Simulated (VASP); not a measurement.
Consider the following.

```xyz
3
Lattice="1.9086 -3.3059 0.0000 1.9086 3.3059 0.0000 0.0000 0.0000 6.2521" Properties=species:S:1:pos:R:3 pbc="T T T"
Sn     0.0000     0.0000     6.2521
Se     1.9086     1.1020     1.5872
Se     1.9086    -1.1020     4.6649
```

Computed with PBEsol GGA, VASP's PBE PAW potentials (set 64) (plane waves; VASP 6.6.1). Run with 500 eV cut-off, 7×7×4 Γ-centred mesh, Gaussian smearing of 0.050 eV, potentials Sn_d Se.

Without a dispersion term in the relaxation, distances and binding between the weakly bound layers, chains or molecules are unreliable, and so is what depends on them.

### Question
The ions, cell shape and volume are relaxed. Predict the relaxed structure.

### Answer

```xyz
3
Lattice="1.9116 -3.3111 0.0000 1.9116 3.3111 0.0000 0.0000 0.0000 6.1609" Properties=species:S:1:pos:R:3 pbc="T T T"
Sn     0.0000     0.0000     0.0000
Se     1.9116     1.1037     1.5866
Se     1.9116    -1.1037     4.5742
```
Space group P-3m1 (164), at a tolerance of 0.03 Å.

### Question
How do energy and volume change from the first to the last step?

### Answer
The energy (σ→0) changes by -0.4 meV/atom and the volume by -1.1 %, in 12 ionic steps.

The compound is SnSe2 in the 1T layered structure. This run relaxes it. Symmetry was kept, so distortions that lower it aren't found.
